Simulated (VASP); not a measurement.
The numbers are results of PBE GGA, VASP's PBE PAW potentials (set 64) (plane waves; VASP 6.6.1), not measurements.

Input for VASP

### INCAR
```
SYSTEM = MgI2
PREC = Accurate; ENCUT = 400; LREAL = .FALSE.
LASPH = .TRUE.; KSPACING = 0.6; KGAMMA = .TRUE.
EDIFF = 1E-6; NELM = 100; ALGO = Normal
LMAXMIX = 4
ISMEAR = 0; SIGMA = 0.05
GGA = PE
ISIF = 2
LWAVE = .FALSE.; LCHARG = .FALSE.
```

File POSCAR:
```
MgI2
4.2472790
  0.4982241572  -0.8670482914   0.0000000000
  0.4982241572   0.8670482914   0.0000000000
  0.0000000000   0.0000000000   1.5938319569
Mg I
1 2
Cartesian
  0.0000000000   0.0000000000   0.0000000000
  0.4982241572   0.2890166752   0.3857073336
  0.5139261897  -0.2890166752   1.2081246233
```

POTCAR, in this order: Mg I (PBE.64 set). Program: vasp_std.

Question: What will the output report for the number of irreducible k-points (NKPTS), number of bands (NBANDS), largest plane-wave count, number of space-group operations, FFT grid (NGX, NGY, NGZ)?

Answer: 
The number of irreducible k-points (NKPTS) is 10 and the number of bands (NBANDS) is 12. The largest plane-wave count is 1921 and the number of space-group operations is 1. The FFT grid (NGX, NGY, NGZ) comes out as 28 × 28 × 48.

The compound is MgI2 in the 1T layered structure. The cell was not relaxed at this level, atoms are displaced from their ideal sites. The run is one of a series of settings (KGAMMA = .TRUE., KSPACING = 0.6, KPOINTS file removed against the base run), some of them coarse on purpose.
